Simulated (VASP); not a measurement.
# Quasiparticle energies of NaF (Villiaumite) in VASP, part 5 of 5

How does the gap of NaF (Villiaumite) change from the starting functional to GW? The cell is of the rock-salt type, one of the forms listed for this formula. The start is a cell from a database of measured crystal structures.

VASP 6.6.1, plane waves and PAW; the level of theory is named at each step.

So far, quasiparticle gap on the mesh (eV): step 4 (evGW0, evGW0 on PBE) 11.4; step 5 (evGW, evGW on PBE) 12.5; step 6 (QPGW0, QPGW0 on PBE) 12.1. Also gap on the k-mesh (eV): step 3 (empty bands, functional PBE) 6.30; step 7 (orbitals for another starting point) 6.30.

## Step 8: Another starting point

This step: HSE06; plane waves and PAW (Na_sv_GW, F_GW) (VASP 6.6.1).

To see how much the result owes to its start, the ground state is made again with HSE06. A small SIGMA keeps every occupation at zero or full.

INCAR

```
SYSTEM = NaF
PREC = Accurate
ENCUT = 520
EDIFF = 1E-08
NELM = 100
ISMEAR = 0
SIGMA = 0.01
LREAL = .FALSE.
ALGO = Normal
LHFCALC = .TRUE.
AEXX = 0.25
GGA = PE
HFSCREEN = 0.2
LASPH = .TRUE.
NBANDS = 14
PRECFOCK = Fast
LORBIT = 11
LWAVE = .TRUE.
LCHARG = .FALSE.
KPAR = 8
```

POSCAR

```
NaF
1.0
    0.0000000000      2.3200000000      2.3200000000
    2.3200000000      0.0000000000      2.3200000000
    2.3200000000      2.3200000000      0.0000000000
Na F
1 1
Direct
    0.0000000000      0.0000000000      0.0000000000
    0.5000000000      0.5000000000      0.5000000000
```

KPOINTS

```
Automatic mesh
0
Gamma
4 4 4
0 0 0
```

Potentials, in the order of the species: Na_sv_GW and F_GW (PBE family, release 64).

The WAVECAR or CHGCAR of an earlier step is read.

Started as:

```
$ mpirun -np 8 vasp_std
```

The log of the run:

```text
[banner, memory and clock lines left out]
running    8 mpi-ranks, on    1 nodes
 distrk:  each k-point on    1 cores,    8 groups
 distr:  one band on    1 cores,    1 groups

 POSCAR found type information on POSCAR NaF
 POSCAR found :  2 types and       2 ions
 [... a notice as in an earlier step ...]

 LDA part: xc-table for (Slater+PW92), standard interpolation
 found WAVECAR, reading the header
 POSCAR, INCAR and KPOINTS ok, starting setup
 FFT: planning ... GRIDC
 FFT: planning ... GRID_SOFT
 FFT: planning ... GRID
 reading WAVECAR
 the WAVECAR file was read successfully
 initial charge from wavefunction
 entering main loop
       N       E                     dE             d eps       ncg     rms          rms(c)
DAV:   1    -0.123887840764E+02   -0.12389E+02   -0.14816E-01   232   0.601E+00    0.431E-01
DAV:   2    -0.123869398148E+02    0.18443E-02   -0.73008E-03   248   0.125E+00    0.240E-01
DAV:   3    -0.123862130887E+02    0.72673E-03   -0.18112E-03   272   0.577E-01    0.167E-01
DAV:   4    -0.123860849601E+02    0.12813E-03   -0.96003E-05   266   0.207E-01    0.100E-01
DAV:   5    -0.123860215656E+02    0.63394E-04   -0.44633E-05   224   0.978E-02    0.520E-02
DAV:   6    -0.123860047041E+02    0.16862E-04   -0.87799E-06   242   0.439E-02    0.290E-02
DAV:   7    -0.123859991725E+02    0.55316E-05   -0.21670E-06   264   0.311E-02    0.173E-02
DAV:   8    -0.123859979158E+02    0.12566E-05   -0.10294E-06   256   0.181E-02    0.106E-02
DAV:   9    -0.123859976587E+02    0.25708E-06   -0.38093E-07   240   0.988E-03    0.633E-03
DAV:  10    -0.123859976873E+02   -0.28594E-07   -0.14983E-07   224   0.601E-03    0.376E-03
DAV:  11    -0.123859977252E+02   -0.37830E-07   -0.61404E-08   232   0.385E-03    0.225E-03
DAV:  12    -0.123859977404E+02   -0.15266E-07   -0.25977E-08   224   0.245E-03    0.137E-03
DAV:  13    -0.123859977478E+02   -0.74037E-08   -0.10907E-08   208   0.153E-03
   1 F= -.12385998E+02 E0= -.12385998E+02  d E =0.000000E+00
 writing wavefunctions
```

Wall time 61 s (8 MPI ranks of AMD EPYC 7R43, shared host); peak memory 1.5 GiB; 7.8 min of CPU time.

From OUTCAR (step 8):

```text
   k-points           NKPTS =      8   k-points in BZ     NKDIM =     64   number of bands    NBANDS=     14

   NELECT =      16.0000    total number of electrons

  exchange ACFDT corr.  =         0.00000000  see jH, gK, PRB 81, 115126

 E-fermi :  -3.3306

 k-point     1 :       0.0000    0.0000    0.0000
  band No.  band energies     occupation
    ...
      4     -23.9037      2.00000
      5     -23.9037      2.00000
      6      -3.5386      2.00000
      7      -3.5386      2.00000
      8      -3.5383      2.00000
      9       4.9766      0.00000
     10      17.7527      0.00000
     11      17.7527      0.00000
     12      17.7527      0.00000
     13      20.4524      0.00000
    ...

 POSITION                                       TOTAL-FORCE (eV/Angst)
 -----------------------------------------------------------------------------------
      0.00000      0.00000      0.00000        -0.000000      0.000000      0.000000
      2.32000      2.32000      2.32000         0.000000     -0.000000     -0.000000
 -----------------------------------------------------------------------------------
    total drift:                               -0.000001     -0.000001     -0.000001

  FREE ENERGIE OF THE ION-ELECTRON SYSTEM (eV)
  ---------------------------------------------------
  free  energy   TOTEN  =       -12.3859977478 eV

  energy  without entropy=      -12.3859977478  energy(sigma->0) =      -12.38599775

[... 7 parts as in an earlier step ...]

[... 9 further parts left out ...]
```

The k-mesh is coarse for exact exchange; levels may shift by about 0.1 eV on a finer one. The PAW data sets were made with PBE, which is usual practice but a small mismatch for other functionals.

Numbers from this step:

| Property | Result |
| --- | --- |
| free energy (TOTEN) | -12.39 eV |
| Fermi energy | -3.331 eV |
| gap on the k-mesh | 8.515 eV |
| least direct gap on the k-mesh | 8.515 eV |

## Step 9: Empty bands, functional HSE06

ALGO = Exact makes the empty bands from the converged ground state in one step. LOPTICS writes the k-derivatives of the orbitals (WAVEDER), which give the long-wavelength limit of the screening.

INCAR

```
SYSTEM = NaF
PREC = Accurate
ENCUT = 520
ISMEAR = 0
SIGMA = 0.01
LREAL = .FALSE.
LHFCALC = .TRUE.
AEXX = 0.25
GGA = PE
HFSCREEN = 0.2
LASPH = .TRUE.
NBANDS = 168
PRECFOCK = Fast
ALGO = Exact
NELM = 1
LWAVE = .TRUE.
LCHARG = .FALSE.
LOPTICS = .TRUE.
NEDOS = 1000
CSHIFT = 0.1
```

POSCAR is that of step 8.

KPOINTS is that of step 8.

The run starts from files that an earlier step left in the folder.

Started as:

```
$ mpirun -np 8 vasp_std
```

The log of the run:

```text
[... set-up lines as in an earlier step ...]
 entering main loop
       N       E                     dE             d eps       ncg     rms          rms(c)
DIA:   1    -0.123859977416E+02   -0.12386E+02    0.00000E+00     0   0.000E+00
   1 F= -.12385998E+02 E0= -.12385998E+02  d E =0.000000E+00
 writing wavefunctions
 optical routines
 imaginary and real dielectric function
 recalculating local potential from charge density
 direction            1
 direction            2
 direction            3
```

It took 3.8 min on 8 MPI ranks; peak memory 1.6 GiB.

Parts of OUTCAR (step 9):

```text
 POSITION                                       TOTAL-FORCE (eV/Angst)
 -----------------------------------------------------------------------------------
      0.00000      0.00000      0.00000         0.000000      0.000000      0.000000
      2.32000      2.32000      2.32000         0.000000     -0.000000     -0.000000
 -----------------------------------------------------------------------------------
    total drift:                               -0.000001     -0.000002     -0.000002

  FREE ENERGIE OF THE ION-ELECTRON SYSTEM (eV)
  ---------------------------------------------------
  free  energy   TOTEN  =       -12.3859977416 eV

  energy  without entropy=      -12.3859977416  energy(sigma->0) =      -12.38599774

[... 2 parts as in an earlier step ...]

[... 1 further part left out ...]
[key lines of the parts left out:]
E-fermi :  -3.3000
```

## Step 10: G0W0

This step: G0W0 on HSE06; plane waves and PAW (Na_sv_GW, F_GW) (VASP 6.6.1).

G0W0 keeps orbitals and screening fixed and shifts each of the lowest NBANDSGW levels once.

INCAR

```
SYSTEM = NaF
PREC = Accurate
ENCUT = 520
ISMEAR = 0
SIGMA = 0.01
LREAL = .FALSE.
LHFCALC = .TRUE.
AEXX = 0.25
GGA = PE
HFSCREEN = 0.2
LASPH = .TRUE.
NBANDS = 168
PRECFOCK = Fast
ALGO = EVGW0
NELMGW = 1
ENCUTGW = 200
NOMEGA = 64
NBANDSGW = 16
LWAVE = .FALSE.
LCHARG = .FALSE.
```

POSCAR is that of step 9.

KPOINTS is that of step 9.

The run starts from files that an earlier step left in the folder.

Started as:

```
$ mpirun -np 8 vasp_std
```

The log of the run:

```text
[banner, memory and clock lines left out]
running    8 mpi-ranks, on    1 nodes
 distrk:  each k-point on    8 cores,    1 groups
 distr:  one band on    1 cores,    8 groups

 POSCAR found type information on POSCAR NaF
 POSCAR found :  2 types and       2 ions
 [... a notice as in an earlier step ...]

 [... a notice as in an earlier step ...]

 LDA part: xc-table for (Slater+PW92), standard interpolation
 found WAVECAR, reading the header
 POSCAR, INCAR and KPOINTS ok, starting setup
 FFT: planning ... GRIDC
 FFT: planning ... GRID_SOFT
 FFT: planning ... GRID
 reading WAVECAR
 the WAVECAR file was read successfully
 initial charge from wavefunction
 available memory per node:     82.38 GB, setting MAXMEM to     84359

 The Fermi energy was updated, please check that it is located mid-gap
 values below the HOMO (VB) or above the LUMO (CB) will cause erroneous energies
 E-fermi :   0.7195

 calculate exact exchange contribution
 the WAVEDER file was read successfully
energies w=
    0.000    0.000    1.276    0.000    2.549    0.000    3.817    0.000
    5.077    0.000    6.327    0.000    7.565    0.000    8.789    0.000
    9.999    0.000   11.193    0.000   12.371    0.000   13.533    0.000
   14.679    0.000   15.811    0.000   16.928    0.000   18.032    0.000
   19.124    0.000   20.206    0.000   21.280    0.000   22.346    0.000
   23.408    0.000   24.466    0.000   25.524    0.000   26.583    0.000
   27.646    0.000   28.715    0.000   29.794    0.000   30.884    0.000
   31.989    0.000   33.112    0.000   34.256    0.000   35.426    0.000
   36.626    0.000   37.859    0.000   39.131    0.000   40.448    0.000
   41.815    0.000   43.240    0.000   44.730    0.000   46.295    0.000
   47.944    0.000   49.689    0.000   51.543    0.000   53.523    0.000
   55.647    0.000   57.937    0.000   60.418    0.000   63.122    0.000
   66.087    0.000   69.359    0.000   72.995    0.000   77.066    0.000
   81.662    0.000   86.900    0.000   92.929    0.000   99.951    0.000
  108.238    0.000  118.169    0.000  130.286    0.000  145.399    0.000
  164.761    0.000  190.435    0.000  226.063    0.000  278.734    0.000
 responsefunction array rank=     176
 LDA part: xc-table for (Slater+PW92), standard interpolation

 min. memory requirement per mpi rank    111.6 MB, per node    893.0 MB

 allocating   8 responsefunctions rank=   176
 shmem allocating  64 responsefunctions rank=   176
 response function shared by NCSHMEM nodes    1
 Doing            8  frequencies on each core in blocks of           64
NQ=   1    0.0000    0.0000    0.0000,
|.........|.........|.........|.........|.........|.........|.........|.........
 performed        206000 updates of chi_q(r,r)
 total number of BLAS operations         47.26 Gflops
NQ=   2    0.2500    0.0000    0.0000,
|.........|.........|.........|.........|.........|.........|.........|.........
 performed        606000 updates of chi_q(r,r)
 total number of BLAS operations        125.21 Gflops
NQ=   3    0.5000    0.0000    0.0000,
|.........|.........|.........|.........|.........|.........|.........|.........
 performed        909000 updates of chi_q(r,r)
 total number of BLAS operations        184.32 Gflops
NQ=   4    0.2500    0.2500    0.0000,
|.........|.........|.........|.........|.........|.........|.........|.........
 performed       1271000 updates of chi_q(r,r)
 total number of BLAS operations        263.33 Gflops
NQ=   5    0.5000    0.2500    0.0000,
|.........|.........|.........|.........|.........|.........|.........|.........
 performed       1757000 updates of chi_q(r,r)
 total number of BLAS operations        360.47 Gflops
NQ=   6   -0.2500    0.2500    0.0000,
|.........|.........|.........|.........|.........|.........|.........|.........
 performed       2189000 updates of chi_q(r,r)
 total number of BLAS operations        453.56 Gflops
NQ=   7    0.5000    0.5000    0.0000,
|.........|.........|.........|.........|.........|.........|.........|.........
 performed       2471000 updates of chi_q(r,r)
 total number of BLAS operations        504.34 Gflops
NQ=   8   -0.2500    0.5000    0.2500,
|.........|.........|.........|.........|.........|.........|.........|.........
 performed       2839000 updates of chi_q(r,r)
 total number of BLAS operations        576.01 Gflops
 resolving degeneracies of screened two electron integrals

 calculate QP shifts <psi_nk| G(iteration)W_0 |psi_nk>: iteration 1
 entering main loop
```

It took 92 s on 8 MPI ranks; peak memory 1.9 GiB; 12 min of CPU time.

From OUTCAR (step 10):

```text
   NELECT =      16.0000    total number of electrons

 E-fermi :   0.7195

 QP shifts <psi_nk| G(iteration)W_0 |psi_nk>: iteration 1
 for sc-GW calculations column KS-energies equals QP-energies in previous step
 and V_xc(KS)=  KS-energies - (<T + V_ion + V_H > + <T+V_H+V_ion>^1  + <V_x>^1)
 k-point   1 :       0.0000    0.0000    0.0000
  band No.  KS-energies  QP-energies   sigma(KS)   V_xc(KS)     V^pw_x(r,r')   Z            occupation Imag(sigma)
    ...
      5     -23.9036     -28.0405     -36.4094     -31.6676     -41.5452       0.8724       2.0000       0.0991
      6      -3.5382      -5.2522     -26.2356     -24.1731     -30.2031       0.8310       2.0000       0.1196
      7      -3.5382      -5.2522     -26.2356     -24.1731     -30.2031       0.8310       2.0000       0.1196
      8      -3.5382      -5.2522     -26.2356     -24.1731     -30.2031       0.8310       2.0000       0.1196
      9       4.9769       6.3343      -7.1718      -8.6595      -4.6936       0.9124       0.0000      -0.0681
     10      17.7529      19.0595      -4.9858      -6.4326      -2.0466       0.9030       0.0000      -0.1045
     11      17.7529      19.0595      -4.9858      -6.4326      -2.0466       0.9030       0.0000      -0.1045
     12      17.7529      19.0595      -4.9858      -6.4326      -2.0466       0.9030       0.0000      -0.1045
    ...

 k-point   2 :       0.2500    0.0000    0.0000
  band No.  KS-energies  QP-energies   sigma(KS)   V_xc(KS)     V^pw_x(r,r')   Z            occupation Imag(sigma)
    ...
      5     -23.4427     -26.7380     -33.9661     -30.0281     -40.1707       0.8368       2.0000       0.4059
      6      -4.4245      -6.2965     -24.6330     -22.3823     -28.4129       0.8317       2.0000       0.1259
      7      -3.6749      -5.4152     -26.0317     -23.9385     -29.9884       0.8314       2.0000       0.1207
      8      -3.6749      -5.4152     -26.0317     -23.9385     -29.9884       0.8314       2.0000       0.1207
      9       6.8561       8.3529      -8.1967      -9.8520      -5.7997       0.9042       0.0000      -0.0699
     10      13.9003      15.2332      -5.9590      -7.4391      -3.1758       0.9005       0.0000      -0.0971
     11      18.5766      19.9873      -5.5903      -7.1605      -2.5983       0.8984       0.0000      -0.1171
     12      18.5766      19.9873      -5.5903      -7.1605      -2.5983       0.8984       0.0000      -0.1171
    ...

[... 8 parts as in an earlier step ...]

[... 8 further parts left out ...]
```

This step gave:

- quasiparticle gap on the mesh: 11.59 eV
- smallest direct quasiparticle gap on the mesh: 11.59 eV
- gap of the starting orbitals on the mesh: 8.515 eV

GW takes the gap from 8.515 to 11.587 eV. That is +984 meV against the one-shot pass on PBE. The value holds for 168 bands, ENCUTGW = 200 eV and this mesh, and isn't shown to be converged in them.

## Step 11: Summary

This step: GW series: evGW0 on PBE, evGW on PBE, QPGW0 on PBE, G0W0 on HSE06; plane waves and PAW (VASP 6.6.1).

Derived from the runs above.

Cost is wall time times ranks on a shared host, with the step that makes the empty bands. GW runs:

```
        level  bands  ENCUTGW (eV)  NOMEGA  k mesh  starting gap (eV)  quasiparticle gap (eV)  direct gap (eV)  cost (core minutes)
 evGW0 on PBE    168           200      64   4x4x4                6.3                   11.38            11.38                45.55
  evGW on PBE    168           200      64   4x4x4                6.3                   12.48            12.48                41.81
 QPGW0 on PBE    168           200      64   4x4x4                6.3                   12.07            12.07                110.1
G0W0 on HSE06    168           200      64   4x4x4              8.515                   11.59            11.59                42.57
```

## Step 12: Outcome

```yaml
evgw0_on_pbe_168_bands_encutgw_200_ev_nomega_64_mesh_4x4x4: 6.300 → 11.382 eV
evgw_on_pbe_168_bands_encutgw_200_ev_nomega_64_mesh_4x4x4: 6.300 → 12.479 eV
qpgw0_on_pbe_168_bands_encutgw_200_ev_nomega_64_mesh_4x4x4: 6.300 → 12.071 eV
g0w0_on_hse06_168_bands_encutgw_200_ev_nomega_64_mesh_4x4x4: 8.515 → 11.587 eV
```

What this shows: evGW0 gives a quasiparticle gap of 11.382 eV on the mesh, 5.08 eV over the PBE gap on the same mesh. On mesh and path the starting valence top lies at Γ and the conduction bottom at Γ, so the starting gap is direct. Both points lie on the GW mesh. Over the final values of the levels run here the gap spans 11.4 to 12.5 eV. In evGW0 the first pass, which is the one-shot result, gives 10.603 eV and pass 4 gives 11.382 eV; the last pass changed the gap by +19 meV, so more passes would move it further. In evGW the first pass, which is the one-shot result, gives 10.603 eV and pass 4 gives 12.479 eV; the last pass changed the gap by +87 meV, so more passes would move it further. In QPGW0 the first pass gives 10.638 eV and pass 4 gives 12.071 eV; the last pass changed the gap by +165 meV, so more passes would move it further. One-shot gaps: 10.603 eV from PBE and 11.586 eV from HSE06. The starting gaps span 2.22 eV and the one-shot gaps 0.98 eV. Bands, response cutoff and mesh weren't tested for convergence. On a mesh this coarse the value is a test of cost more than a converged gap. Not tabulated here, as repeats of values shown or as unfit to read for their mesh, reference level or band range: eps2 curves (empty bands); eps1 curves and static values (empty bands); gaps (empty bands).

[Lines on the potential files, build, host, timing and source positions are cut from VASP's logs without a mark.]

[Logs are printed without paths, hosts, clocks, repeated set-up lines and the standing remarks that a program may print on its own settings, such as how far it seeks lower states.]

[Hosts, paths, dates, database ids (printed as entryN), source tags and the programs' standing remarks are cut or masked in the printed files.]

[Pressures printed for these runs are not shown converged in the cutoff: they can be off by several GPa and have the wrong sign.]
